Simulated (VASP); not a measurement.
The system is InSb.

```
In Sb
1.0
     0.00000    3.23910    3.23910
     3.23910    0.00000    3.23910
     3.23910    3.23910    0.00000
In Sb
1 1
Direct
  0.00000 0.00000 0.00000
  0.25000 0.25000 0.25000
```

| Item | Value |
| --- | --- |
| Program | VASP 6.6.1 |
| Task | relaxation of cell and atoms |
| Functional | PBE |
| Potentials or basis | VASP PAW PBE potentials, release 64 (In_d, Sb) |
| Cutoff | 600 eV |
| k mesh | 10 × 10 × 10 |
| Occupations | gaussian, width 0.03 eV |
| Spin | no spin polarisation |

At the start: pressure 3.1 GPa; volume 33.98 Å³/atom.

Where does the relaxation end?

Over 3 steps the energy falls by 23.0 meV/atom and the volume is 36.49 Å³/atom (+7.4 %); space group F-43m (No. 216, to 0.05 Å).

The path:
```
step  energy change (eV)  largest force (eV/Å)  pressure (GPa)  volume (Å³)
   1              0.0000                0.0000            3.14        67.97
   2             -0.0414                0.0000           -0.83        74.72
   3             -0.0459                0.0000            0.02        72.98
```

Final structure:
```
In Sb
1.0
     0.00000    3.31683    3.31683
     3.31683    0.00000    3.31683
     3.31683    3.31683    0.00000
In Sb
1 1
Direct
  0.00000 0.00000 0.00000
  0.25000 0.25000 0.25000
```
